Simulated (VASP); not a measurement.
Input:

```
CsBr
1.0
    4.29000     0.00000     0.00000
    0.00000     4.29000     0.00000
    0.00000     0.00000     4.29000
Cs Br
1 1
Cartesian
  0.00000   0.00000   0.00000
  2.14500   2.14500   2.14500
```

Method: r2SCAN meta-GGA, VASP's PBE PAW potentials (set 64) (plane waves; VASP). Numerical set-up: 480 eV cut-off, 6×6×6 Γ-centred mesh, Gaussian smearing of 0.050 eV, potentials Cs_sv Br.

Energy and stress use the plane-wave basis of the starting cell.

Question: The ions, cell shape and volume are relaxed. Predict the relaxed structure.

Answer: 
```
CsBr
1.0
    4.32566     0.00000     0.00000
    0.00000     4.32566     0.00000
    0.00000     0.00000     4.32566
Cs Br
1 1
Cartesian
  0.00000   0.00000   0.00000
  2.16283   2.16283   2.16283
```
Space group Pm-3m (221), at a tolerance of 0.03 Å.

Question: How do energy and volume change from the first to the last step?

Answer: The energy (σ→0) changes by -1.3 meV/atom and the volume by +2.5 %, in 3 ionic steps.

The compound is CsBr in the CsCl type structure. This run relaxes it. Symmetry was kept, so distortions that lower it aren't found.
